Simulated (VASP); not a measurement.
Given:

```yaml
crystal:
  lattice:
    - [0.00000, 2.39702, 2.39702]
    - [2.39702, 0.00000, 2.39702]
    - [2.39702, 2.39702, 0.00000]
  atoms:
    - { symbol: Li, position: [0.00000, 0.00000, 0.00000] }
    - { symbol: Br, position: [0.50000, 0.50000, 0.50000] }
```

Method: LDA (Ceperley-Alder, Perdew-Zunger), VASP's LDA PAW potentials (set 64) (plane waves; VASP 6.6.1). Settings: 620 eV cut-off, 10×10×10 Γ-centred mesh, Gaussian smearing of 0.050 eV, potentials Li_sv Br.

Task: Estimate the energy per atom (σ→0), pressure.

Result: 
The energy per atom (σ→0) is -3.449 eV/atom and the pressure is 20.07 GPa.

Total energies compare only between runs with the same potentials, cut-off and functional.

The compound is LiBr in the rock salt structure. It was relaxed first under an external pressure of 20 GPa.
